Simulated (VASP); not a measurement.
Take RbCl (rock salt), against free atoms with fixed spin and no zero-point term, in VASP with PAW potentials, and its cohesive energy.

Question: One run gives 3.47 eV/atom. Which level is it?
A) LDA
B) PBEsol
C) PBE

Answer: A, LDA.  The others give 3.23 (PBEsol), 3.06 (PBE).

Only levels that ran to the end are used. Left out are those held back, those with too coarse a band path, GW runs whose mesh misses a band edge, hybrids' fits of cells that aren't cubic and levels without matching references; a question may draw on a part of the rest.
